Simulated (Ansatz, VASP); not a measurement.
# ZnS (Wurtzite-2H) in two plane-wave programs

Wanted: the spread between two codes on one cell, functional and k mesh. The structure shown is the start of the Ansatz relaxation below; VASP solves that cell, so the two are compared at the walk's first step.

Program: Ansatz 0.2.0. Level of theory: plane waves, with VASP 6.6.1 beside it; single point at LDA. Results are calculated unless marked as measured.

**1. Starting point**

Symmetry: P6_3mc, No. 186, hexagonal system. Conventional cell: a = 3.589 Å, b = 3.589 Å, c = 6.262 Å, α = 90.00°, β = 90.00°, γ = 120.00°. S has 4 Zn at 2.24 to 2.28 Å nearest. Nearest to Zn lie 4 S at 2.24 to 2.28 Å. Farther neighbours and most contacts between anions are not listed.

**2. Ansatz: relaxation, LDA**

Ansatz runs on its PAW soft_1 files.

The two programs are compared at the cell with which this relaxation starts, whose forces are those of its first step.

The input, input.yaml:

```yaml
crystal:
  lattice:
    - [3.5886315929, 0.0, 0.0]
    - [-1.7943157965, 3.1078461242, 0.0]
    - [0.0, 0.0, 6.2617666743]
  atoms:
    - { symbol: S, position: [0.3333333333, 0.6666666667, 0.3743805585] }
    - { symbol: S, position: [0.6666666667, 0.3333333333, 0.8743805585] }
    - { symbol: Zn, position: [0.3333333333, 0.6666666667, 0.0106194415] }
    - { symbol: Zn, position: [0.6666666667, 0.3333333333, 0.5106194415] }
kpoints:
  mp_grid: { grid: [12, 12, 8] }
hamiltonian:
  xc: lda
  pseudopotentials: { kind: paw, azcp: { folder: soft_1 }, xc_functional: pbe }
scf:
  occupations: { method: fixed }
output:
  forces: true
  stress: true
  eigenvalues: true
relax:
  adjacent_minimum: "off"
  f_tol: 0.001
  max_steps: 60
  cell: { stress_tol: 0.01, fix: [a, b, gamma] }
```

Launch:

```sh
$ ansatz run input.yaml --threads 8 --pin off --max-ram 16384MiB --backend cpu --events-out ev --progress --plain --runs-dir out
```

Numbers of over 12 decimals in the logs are rounded to 6 here.

The program printed:

```text
Engine: ansatz 0.2.0, x86_64-unknown-linux-gnu
Pseudopotentials: kind: paw
Pseudopotential: S, paw, valence charge 6, recommended cutoff 420 eV (normal), soft_1/S.paw.azcp
Pseudopotential: Zn, paw, valence charge 12, recommended cutoff 420 eV (normal), soft_1/Zn.paw.azcp
Functional definition: SPW92
  exchange = slater_x
  correlation = pw_c
Crystal: 4 atoms, lattice volume = 69.837 Å³
Basis set: ecut = 420 eV, 1323 PW (Γ)
Bands: 22, of which v1, the nominal top of the filled ones, is band 18 counted from 1 (17 counted from 0)
Symmetry: 12 space group operations
Space group: P63mc (ITA 186), of the structure as read, at distance tolerance 4.1e-5 Å
k-points: 95 of 1152 (time reversal used)
Non-local potential: S, projectors of the file, l = 0: 2, l = 1: 2, l = 2: 1
Non-local potential: Zn, projectors of the file, l = 0: 2, l = 1: 2, l = 2: 3, l = 3: 1
PAW form: soft (Blöchl's): semilocal exchange-correlation on the pseudo side does not see the compensation charge
PAW frozen core: S, regenerated for the run's functional, and the local potential with it (the file was generated under x = pbe(κ = 0.804, μ = 0.219515), c = pbe(β = 0.066725))
PAW frozen core: Zn, regenerated for the run's functional, and the local potential with it (the file was generated under x = pbe(κ = 0.804, μ = 0.219515), c = pbe(β = 0.066725))
PAW one-centre angular grid: S, 110 points (default); XC on 64 Gauss nodes
PAW one-centre angular grid: Zn, 590 points (default); XC on 64 Gauss nodes
Initial density: superposition of atomic densities (chi_scale 0.1, normalization cell, long waves kept (reshape's long-wave potential 0.00 eV rms))
Initial wavefunctions: pseudopotential atomic-orbital guess
Functional: x = slater, c = lda
SCF iter   1: F=—  HF=-8234.957620 eV  |F-HF|=—  |Δ(HF+E_count)|=         —  Δρ=3.86e-2  dr2=7.04e-1  ethr=3.10e-3  ⟨swp⟩=5.0  Hψ=10286  notcnv=0  defer=177
preconditioner: auto → Resta (q_TF=auto, 2.443 Å⁻¹)  ε∞=6.4  [insulator: Δε(μ)=2.460 eV  Ē_g=11.441 eV  n_scr=22 (ndim 8)  ℏωp=26.7 eV  f_vac=0.000  ε∞_Penn≈6.4]
SCF iter   2: F=—  HF=-8234.789796 eV  |F-HF|=—  |Δ(HF+E_count)|=   1.68e-1  Δρ=1.71e-2  dr2=1.70e-1  ethr=1.95e-3  ⟨swp⟩=3.0  Hψ=4518  notcnv=0  defer=184
SCF iter   3: F=—  HF=-8234.755887 eV  |F-HF|=—  |Δ(HF+E_count)|=   3.39e-2  Δρ=1.12e-2  dr2=5.68e-2  ethr=4.73e-4  ⟨swp⟩=2.0  Hψ=3810  notcnv=0  defer=185
SCF iter   4: F=—  HF=-8234.733933 eV  |F-HF|=—  |Δ(HF+E_count)|=   2.20e-2  Δρ=3.09e-3  dr2=4.30e-3  ethr=1.58e-4  ⟨swp⟩=2.0  Hψ=4563  notcnv=0  defer=187
SCF iter   5: F=—  HF=-8234.734034 eV  |F-HF|=—  |Δ(HF+E_count)|=   1.01e-4  Δρ=5.78e-4  dr2=2.11e-4  ethr=1.19e-5  ⟨swp⟩=2.0  Hψ=3702  notcnv=0  defer=187
SCF iter   6: F=—  HF=-8234.734098 eV  |F-HF|=—  |Δ(HF+E_count)|=   6.46e-5  Δρ=2.30e-4  dr2=2.82e-5  ethr=5.87e-7  ⟨swp⟩=2.9  Hψ=3605  notcnv=0  defer=182
SCF iter   7: F=—  HF=-8234.734104 eV  |F-HF|=—  |Δ(HF+E_count)|=   5.20e-6  Δρ=4.96e-5  dr2=9.17e-7  ethr=7.84e-8  ⟨swp⟩=2.8  Hψ=3893  notcnv=0  defer=2
SCF iter   8: F=-8234.734104 eV  HF=-8234.734104 eV  |F-HF|=9.03e-9  |Δ(HF+E_count)|=   6.74e-7  Δρ=1.56e-5  dr2=9.76e-8  ethr=2.78e-10  ⟨swp⟩=8.2  Hψ=13044  notcnv=0
SCF 1 converged in 8 iterations: F = -8234.734104 eV  dr2 = 9.76e-8
  greatest PAW one-centre occupation: 0.983 electrons in one spin orbital (limit 2), on the Zn atom at site 2 (counted from 0), in its partial waves of l = 2
relax step   1: F+E_penalty+E_count = -8234.73410430 eV  Δ(F+E_penalty+E_count) = +0.000e0 eV  max|allowed force component| = 1.278e-1 eV/Å  Δτ_max = 0.0000 Å  P = +5.925 GPa  Ω = 69.837 Å³  fix = [a, b, gamma]  reactions: a +8.503, b +8.503 GPa  (8 SCF iters, dr2 threshold 1.00e-7 eV, accepted)
[...]
relax step   2: F+E_penalty+E_count = -8234.73677127 eV  Δ(F+E_penalty+E_count) = -2.667e-3 eV  max|allowed force component| = 8.682e-2 eV/Å  Δτ_max = 0.0046 Å  P = +5.392 GPa  Ω = 70.134 Å³  energy of the carried Pulay correction = -1.151e-4 eV  fix = [a, b, gamma]  reactions: a +8.034, b +8.034 GPa  (5 SCF iters, dr2 threshold 4.00e-7 eV, accepted)
[...]
relax step   3: F+E_penalty+E_count = -8234.73789681 eV  Δ(F+E_penalty+E_count) = -1.126e-3 eV  max|allowed force component| = 5.126e-3 eV/Å  Δτ_max = 0.0063 Å  P = +5.005 GPa  Ω = 70.319 Å³  energy of the carried Pulay correction = -1.870e-4 eV  fix = [a, b, gamma]  reactions: a +7.543, b +7.543 GPa  (5 SCF iters, dr2 threshold 4.00e-7 eV, accepted)
[...]
relax step   4: F+E_penalty+E_count = -8234.73790874 eV  Δ(F+E_penalty+E_count) = -1.194e-5 eV  max|allowed force component| = 3.741e-5 eV/Å  Δτ_max = 0.0002 Å  P = +5.025 GPa  Ω = 70.303 Å³  energy of the carried Pulay correction = -1.809e-4 eV  fix = [a, b, gamma]  reactions: a +7.540, b +7.540 GPa  (4 SCF iters, dr2 threshold 1.20e-8 eV, accepted)
[...]
relax step   5: F+E_penalty+E_count = -8234.73809940 eV  Δ(F+E_penalty+E_count) = -1.907e-4 eV  max|allowed force component| = 2.413e-5 eV/Å  Δτ_max = 0.0000 Å  P = +5.026 GPa  Ω = 70.303 Å³  fix = [a, b, gamma]  reactions: a +7.538, b +7.538 GPa  stress off target by 9.47e-4 GPa on what of the cell is left free  SCF on the basis re-selected at this cell (its energy is not comparable with the rows above)  (7 SCF iters)
basis re-selected at this cell: Δ(F+E_penalty+E_count) = -1.907e-4 eV, ΔP = +0.001 GPa vs the last step (what re-selecting the basis moved, of the pressure what is left beyond the Pulay correction that the steps carried, after the strain that the cell walked since its last selection, with what the two solves' SCF thresholds leave and, on support functions, any second-order correction that the steps lacked; it is no m [...]
SCF converged after 7 iterations
Free energy (F): -8234.738099 eV
Harris-Foulkes:  -8234.738099 eV  (|F-HF|=1.82e-12)
Internal energy: -8234.738099 eV  (E = F + TS)
E sigma→0 (E₀):  -8234.738099 eV
Fermi energy:    7.263590 eV
--- Per-component energies (eV) ---
  E_band       = 37.572605
  E_kinetic    = 515.536401
  E_local      = -4393.172484  (includes V_loc(G=0)·N_el)
  E_nonlocal   = 1714.595081
  E_hartree    = 1669.327399
  E_xc         = -335.350269
  E_vxc        = -273.564902  (∫ρ·V_xc dr)
  E_paw        = -4803.737764  (= ΣΔE_a)
  E_vpaw       = -864.475735  (= ΣTr[D̂ρ^β])
  E_aug_tail   = -0.000561  (compensation charges beyond the density's cutoff)
  E_ewald      = -2605.356585
  E_core_change = 3.420682  (= ΣΔE_core)
  E_smearing   = -0.000000  (= −TS)
  E_closure    = 0.000000  (closes the sum)
  Σ components = -8234.738099   (vs F -8234.738099, Δ=0.00e0)
--- Forces (eV/Å), atoms counted from 1 ---
  atom   1  S      0.00000000    -0.00000000     0.00002409
  atom   2  S     -0.00000000     0.00000000     0.00002409
  atom   3  Zn    -0.00000000    -0.00000000    -0.00002416
  atom   4  Zn     0.00000000     0.00000000    -0.00002416
  max |Σ_I F_I| component: 1.47e-7 eV/Å
--- Stress (GPa, compression-positive) ---
        7.538311       0.000000       0.000000
        0.000000       7.538311       0.000000
        0.000000       0.000000       0.000947
  P = ⅓ Tr σ = 5.0259 GPa (50.259 kbar)
--- Band table (eV; the first three rows and the last of 95) ---
  k-point 0: bands = [... 14 lower, 6.3104, 6.6837, 7.2636, 7.2636, 9.3291, 10.8799, 12.9251, 13.5388]
  k-point 1: bands = [... 14 lower, 6.3432, 6.3432, 7.2229, 7.2229, 9.7170, 10.9069, 12.8748, 13.5665]
  k-point 2: bands = [... 14 lower, 6.4376, 6.4376, 7.1094, 7.1094, 10.4539, 10.9835, 12.8114, 13.6543]
  k-point 94: bands = [... 14 lower, 3.5323, 3.5323, 5.1892, 5.1892, 11.1736, 11.1736, 12.7329, 12.7329]
--- Relaxed structure (4 steps of the walk, 4 accepted, 1 SCFs on fresh bases) ---
  F+E_penalty+E_count = -8234.73809940 eV   max|allowed force component| = 2.413e-5 eV/Å   (the final SCF, on the basis selected at the relaxed cell)
  cell:  # Å, volume = 70.3034 Å³
    - [3.588632, 2.8867513629962484e-11, 0.0]
    - [-1.794316, 3.107846, 0.0]
    - [0.0, 0.0, 6.303593]
  atoms:
    - { symbol: S, position: [0.333333, 0.666667, 0.372603] }
    - { symbol: S, position: [0.666667, 0.333333, 0.872603] }
    - { symbol: Zn, position: [0.333333, 0.666667, 0.012397] }
    - { symbol: Zn, position: [0.666667, 0.333333, 0.512397] }
```

**3. VASP: single point, LDA, start cell, pair 1**

The same cell, functional (in two slightly different forms) and mesh now go to VASP, with its own data sets.

Lines of VASP's logs that name or quote its potential files are left out, and so is its time.

The input, INCAR:

```
SYSTEM = ZnS
PREC = Accurate
ENCUT = 400
EDIFF = 1E-06
NELM = 120
ISMEAR = 0
SIGMA = 0.01
LREAL = .FALSE.
ALGO = Normal
GGA = CA
NBANDS = 24
LORBIT = 11
LWAVE = .FALSE.
LCHARG = .FALSE.
ISIF = 2
LASPH = .TRUE.
GGA_COMPAT = .FALSE.
EFERMI = MIDGAP
KPAR = 2
```

The input, POSCAR:

```
ZnS
1.0
    3.5886320000      0.0000000000      0.0000000000
   -1.7943160000      3.1078460000      0.0000000000
    0.0000000000      0.0000000000      6.2617670000
S Zn
2 2
Direct
    0.3333332797      0.6666665594      0.3743805862
    0.6666667203      0.3333334406      0.8743805063
    0.3333332797      0.6666665594      0.0106193667
    0.6666667203      0.3333334406      0.5106194466
```

The input, KPOINTS:

```
Automatic mesh
0
Gamma
12 12 8
0 0 0
```

Potentials, in the order of the species: S and Zn (LDA family, release 64).

Launch:

```sh
$ mpirun -np 2 vasp_std
```

The program printed:

```text
[banner, memory and clock lines left out]
running    2 mpi-ranks, on    1 nodes
 distrk:  each k-point on    1 cores,    2 groups
 distr:  one band on    1 cores,    1 groups

 POSCAR found type information on POSCAR S Zn
 POSCAR found :  2 types and       4 ions
 LDA part: xc-table for (Slater(with rela. corr.)+CA(PZ))
 , standard interpolation
 POSCAR, INCAR and KPOINTS ok, starting setup
 FFT: planning ... GRIDC
 FFT: planning ... GRID_SOFT
 FFT: planning ... GRID
 WAVECAR not read
 entering main loop
       N       E                     dE             d eps       ncg     rms          rms(c)
DAV:   1     0.212396995664E+03    0.21240E+03   -0.15110E+04  4568   0.159E+03
DAV:   2     0.874718334158E+00   -0.21152E+03   -0.20487E+03  4976   0.331E+02
DAV:   3    -0.168461307751E+02   -0.17721E+02   -0.17645E+02  5664   0.103E+02
DAV:   4    -0.171790802941E+02   -0.33295E+00   -0.33277E+00  5408   0.146E+01
DAV:   5    -0.171856208031E+02   -0.65405E-02   -0.65400E-02  5776   0.196E+00    0.123E+01
DAV:   6    -0.162864669694E+02    0.89915E+00   -0.19860E+00  6472   0.445E+01    0.909E+00
DAV:   7    -0.162839026708E+02    0.25643E-02   -0.19413E+00  4904   0.850E+00    0.344E+00
DAV:   8    -0.162568473513E+02    0.27055E-01   -0.70791E-02  6200   0.206E+00    0.108E+00
DAV:   9    -0.162539660073E+02    0.28813E-02   -0.24471E-02  6264   0.166E+00    0.304E-01
DAV:  10    -0.162539939435E+02   -0.27936E-04   -0.71032E-04  5640   0.391E-01    0.173E-01
DAV:  11    -0.162540126092E+02   -0.18666E-04   -0.64937E-05  5656   0.769E-02    0.682E-02
DAV:  12    -0.162540092263E+02    0.33828E-05   -0.20276E-05  6840   0.884E-02    0.111E-02
DAV:  13    -0.162540092417E+02   -0.15380E-07   -0.18954E-06  3648   0.194E-02
   1 F= -.16254009E+02 E0= -.16254009E+02  d E =0.000000E+00
```

Parts of OUTCAR (step 3):

```text
ion  position               nearest neighbor table
   1  0.333  0.667  0.374-   4 2.24   4 2.24   4 2.24   3 2.28
   2  0.667  0.333  0.874-   3 2.24   3 2.24   3 2.24   4 2.28
   3  0.333  0.667  0.011-   2 2.24   2 2.24   2 2.24   1 2.28
   4  0.667  0.333  0.511-   1 2.24   1 2.24   1 2.24   2 2.28

  LATTYP: Found a hexagonal cell.
 ALAT       =     3.5886320000
 C/A-ratio  =     1.7448896961

 Subroutine GETGRP returns: Found 12 space group operations
 (whereof  6 operations were pure point group operations)

The static configuration has the point symmetry C_3v.
 The point group associated with its full space group is C_6v.

 Found     95 irreducible k-points:

   k-points           NKPTS =     95   k-points in BZ     NKDIM =     95   number of bands    NBANDS=     24

   dimension x,y,z NGX =    24 NGY =   24 NGZ =   42
   dimension x,y,z NGXF=    48 NGYF=   48 NGZF=   84

   ENCUT  =  400.0 eV  29.40 Ry    5.42 a.u.   5.85  5.85 10.21*2*pi/ulx,y,z

   NELECT =      36.0000    total number of electrons

 k-points in reciprocal lattice and weights: Automatic mesh
   0.00000000  0.00000000  0.00000000       0.001
   0.08333333  0.00000000  0.00000000       0.005
   0.16666667 -0.00000000  0.00000000       0.005
   0.25000000  0.00000000  0.00000000       0.005
   0.33333333  0.00000000  0.00000000       0.005
   0.41666667 -0.00000000  0.00000000       0.005
   0.50000000  0.00000000  0.00000000       0.003
   0.08333333  0.08333333  0.00000000       0.005
   0.16666667  0.08333333  0.00000000       0.010
[...]
0.33333333  0.25000000  0.50000000       0.010
   0.33333333  0.33333333  0.50000000       0.002

 average (electrostatic) potential at core
       1 -88.2519       2 -88.2519       3 -36.6046       4 -36.6047

 E-fermi :   4.4163

 k-point     1 :       0.0000    0.0000    0.0000
  band No.  band energies     occupation
    ...
     14       2.3589      2.00000
     15       2.3589      2.00000
     16       2.8120      2.00000
     17       3.3187      2.00000
     18       3.3187      2.00000
     19       5.5138      0.00000
     20       6.9175      0.00000
     21       9.0483      0.00000
     22       9.6010      0.00000
     23       9.6010      0.00000
    ...

 k-point     2 :       0.0833    0.0000    0.0000
  band No.  band energies     occupation
    ...
     14       1.8901      2.00000
     15       2.2183      2.00000
     16       2.7174      2.00000
     17       2.8496      2.00000
     18       3.2414      2.00000
     19       5.8909      0.00000
     20       7.3225      0.00000
     21       9.2301      0.00000
     22       9.3805      0.00000
     23       9.7510      0.00000
    ...

 k-point     3 :       0.1667   -0.0000    0.0000
  band No.  band energies     occupation
    ...
     14       0.8710      2.00000
     15       1.8167      2.00000
     16       1.8714      2.00000
     17       2.5864      2.00000
     18       3.0277      2.00000
     19       6.5103      0.00000
     20       7.7742      0.00000
     21       9.0502      0.00000
     22       9.6431      0.00000
     23      10.0550      0.00000
    ...

  Total        3.7540175      3.7540164      0.3861663      0.0000000      0.0000000      0.0000000
  in kB       86.1234777     86.1234513      8.8593045      0.0000000      0.0000000      0.0000000
  external PRESSURE =      60.3687445 kB  Pullay stress =       0.0000000 kB

  energy-cutoff  :      400.00
  volume of cell :       69.84
      direct lattice vectors                 reciprocal lattice vectors
     3.588632000  0.000000000  0.000000000     0.278657717  0.160883133  0.000000000
    -1.794316000  3.107846000  0.000000000     0.000000000  0.321766265  0.000000000
     0.000000000  0.000000000  6.261767000     0.000000000  0.000000000  0.159699331

 POSITION                                       TOTAL-FORCE (eV/Angst)
 -----------------------------------------------------------------------------------
      0.00000      2.07190      2.34428         0.000000     -0.000000     -0.130955
      1.79432      1.03595      5.47517        -0.000000      0.000000     -0.130955
      0.00000      2.07190      0.06650        -0.000000     -0.000000      0.130955
      1.79432      1.03595      3.19738         0.000000      0.000000      0.130955
 -----------------------------------------------------------------------------------
    total drift:                               -0.000001     -0.000002     -0.002132

  FREE ENERGIE OF THE ION-ELECTRON SYSTEM (eV)
  ---------------------------------------------------
  free  energy   TOTEN  =       -16.2540092417 eV

  energy  without entropy=      -16.2540092417  energy(sigma->0) =      -16.25400924

 total charge
# of ion       s       p       d       tot
------------------------------------------
    1        1.311   2.476   0.000   3.787
    2        1.311   2.476   0.000   3.787
    3        0.568   0.599   9.813  10.980
    4        0.568   0.599   9.813  10.980
--------------------------------------------------
tot          3.758   6.150  19.626  29.534

[... 3 further parts left out ...]
```

The run ends at a pressure of 6.04 GPa, with forces up to 0.13 eV/Å.

**4. Comparison**

Known differences besides the potentials themselves: the two LDA forms differ slightly; fixed occupations in Ansatz, narrow Gaussian smearing in VASP; the cutoff is 420 eV in Ansatz and 400 eV in VASP; VASP's log shows a relativistic correction to its local exchange, Ansatz's none. Total energies have different zeros and are not compared.

Forces (eV/Å; atoms numbered as in POSCAR):

| atom | Ansatz x, y, z | VASP x, y, z |
| --- | --- | --- |
| S1 | 0.000, 0.000, -0.128 | 0.000, 0.000, -0.131 |
| S2 | 0.000, 0.000, -0.128 | 0.000, 0.000, -0.131 |
| Zn3 | 0.000, 0.000, 0.128 | 0.000, 0.000, 0.131 |
| Zn4 | 0.000, 0.000, 0.128 | 0.000, 0.000, 0.131 |

The forces differ by 1.8 meV/Å r.m.s., which is 2.4 % of the r.m.s. force of 0.076 eV/Å (both taken over all components).

**5. Other set-ups**

Further runs change the set-up of one program: Ansatz's method, potentials or start, or VASP's data sets, cutoff or form of LDA. The table gives that difference for each run.

| run | r.m.s. force difference (meV/Å) |
| --- | --- |
| as above | 1.8 |
| VASP with a cutoff of 500 eV (perhaps on Ansatz's relaxed cell) | 1.4 |

**6. Ansatz: relaxation, LDA**

The two programs are compared at the cell with which this relaxation starts, whose forces are those of its first step. The cell compared in this pair holds 70.84 Å³, against 69.84 Å³ for the pair before.

The structure compared here is the start of the Ansatz relaxation; VASP solves that cell, so the two are compared at the walk's first step.

input.yaml, the sections that differ from step 2:

```yaml
crystal:
  lattice:
    - [3.6260131719, 0.0, 0.0]
    - [-1.813006586, 3.1402195214, 0.0]
    - [0.0, 0.0, 6.2210722441]
  atoms:
    - { symbol: S, position: [0.3333333333, 0.6666666667, 0.3761148053] }
    - { symbol: S, position: [0.6666666667, 0.3333333333, 0.8761148053] }
    - { symbol: Zn, position: [0.3333333333, 0.6666666667, 0.0088851947] }
    - { symbol: Zn, position: [0.6666666667, 0.3333333333, 0.5088851947] }
# kpoints, hamiltonian, scf, output, relax: as in step 2
```

Launch:

```sh
$ ansatz run input.yaml --threads 8 --pin off --max-ram 16384MiB --backend cpu --events-out ev --progress --plain --runs-dir out
```

The program printed:

```text
[...]
Crystal: 4 atoms, lattice volume = 70.836 Å³
Basis set: ecut = 420 eV, 1353 PW (Γ)
Bands: 22, of which v1, the nominal top of the filled ones, is band 18 counted from 1 (17 counted from 0)
Symmetry: 12 space group operations
[...]
k-points: 95 of 1152 (time reversal used)
[...]
cell:  # Å, volume = 71.2995 Å³
    - [3.626013, 2.8867457652030596e-11, 4.388924240235068e-19]
    - [-1.813007, 3.140220, -2.1944621201477996e-19]
    - [7.529982236037963e-19, 0, 6.261767]
  atoms:
    - { symbol: S, position: [0.333333, 0.666667, 0.374381] }
    - { symbol: S, position: [0.666667, 0.333333, 0.874381] }
    - { symbol: Zn, position: [0.333333, 0.666667, 0.010619] }
    - { symbol: Zn, position: [0.666667, 0.333333, 0.510619] }
[key lines of the parts left out:]
SCF converged after 7 iterations
Free energy (F): -8234.797882 eV
Fermi energy:    7.013830 eV
P = ⅓ Tr σ = 3.6898 GPa (36.898 kbar)
```

(Part 1 of 2 ends here.)

[Lines on the potential files, build, host, timing and source positions are cut from VASP's logs without a mark.]

[Logs are printed without paths, hosts, clocks, repeated set-up lines and the standing remarks that a program may print on its own settings, such as how far it seeks lower states.]

[Hosts, paths, dates, database ids (printed as entryN), source tags and the programs' standing remarks are cut or masked in the printed files.]

[Rows of further runs with another cutoff or data set may stand on the cell that Ansatz relaxed, not on the start cell of the pair above them.]
